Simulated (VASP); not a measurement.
Data:

```xyz
2
Lattice="4.1811 0.0000 0.0000 0.0000 4.1811 0.0000 0.0000 0.0000 4.1811" Properties=species:S:1:pos:R:3 pbc="T T T"
Cs     0.0000     0.0000     0.0000
Cl     2.0905     2.0905     2.0905
```

All values below come from rev-vdW-DF2, VASP's PBE PAW potentials (set 64) (plane waves; VASP). Numerical set-up: 520 eV cut-off, 7×7×7 Γ-centred mesh, Gaussian smearing of 0.050 eV, potentials Cs_sv Cl.

Unless said otherwise, spin-orbit coupling is left out, though it shifts the bands of the heavy elements here.

**Question.** Predict the energy per atom (σ→0), band gap (on the k-mesh) with the smallest direct gap where there is one.

**Answer.** 
```
Item                                         Result
-----------------------------------  --------------
band gap (on the k-mesh)                    4.94 eV
smallest direct gap (on the k-mesh)         4.94 eV
energy per atom (σ→0)                -1.345 eV/atom
```

Total energies compare only between runs with the same potentials, cut-off and functional.

The compound is CsCl in the CsCl type structure. This cell is one point of a volume scan, at 1.06 of the reference volume.
